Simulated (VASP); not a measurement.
Sr:

```xyz
1
Lattice="0.0000 3.0423 3.0423 3.0423 0.0000 3.0423 3.0423 3.0423 0.0000" Properties=species:S:1:pos:R:3 pbc="T T T"
Sr    0.0000    0.0000    0.0000
```

- Program: VASP 6.6.1
- Task: relaxation of cell and atoms
- Functional: PBEsol
- Potentials or basis: VASP PAW PBE potentials, release 64 (Sr_sv)
- Cutoff: 600 eV
- k mesh: 12 × 12 × 12
- Occupations: methfessel-paxton, width 0.1 eV
- Spin: no spin polarisation

At the start: pressure -0.9 GPa; volume 56.32 Å³/atom.

Question: Where does the relaxation end?

Answer: Over 3 steps the energy falls by 13.9 meV/atom and the volume is 51.67 Å³/atom (-8.3 %); space group Fm-3m (No. 225, to 0.05 Å).

The path:
| step | energy change (eV) | largest force (eV/Å) | pressure (GPa) | volume (Å³) |
| --- | --- | --- | --- | --- |
| 1 | 0.0000 | 0.0000 | -0.91 | 56.32 |
| 2 | -0.0111 | 0.0000 | -0.45 | 53.74 |
| 3 | -0.0139 | 0.0000 | 0.02 | 51.67 |

Final structure:
```cif
data_structure
_symmetry_space_group_name_H-M 'P 1'
_symmetry_Int_Tables_number 1
_cell_length_a 4.1807
_cell_length_b 4.1807
_cell_length_c 4.1807
_cell_angle_alpha 60.000
_cell_angle_beta 60.000
_cell_angle_gamma 60.000
_cell_volume 51.67
loop_
_atom_site_label
_atom_site_type_symbol
_atom_site_fract_x
_atom_site_fract_y
_atom_site_fract_z
_atom_site_occupancy
Sr1 Sr 0.00000 0.00000 0.00000 1
```

Caveat: the PAW data sets were made with another functional, which shifts forces and pressure a little.
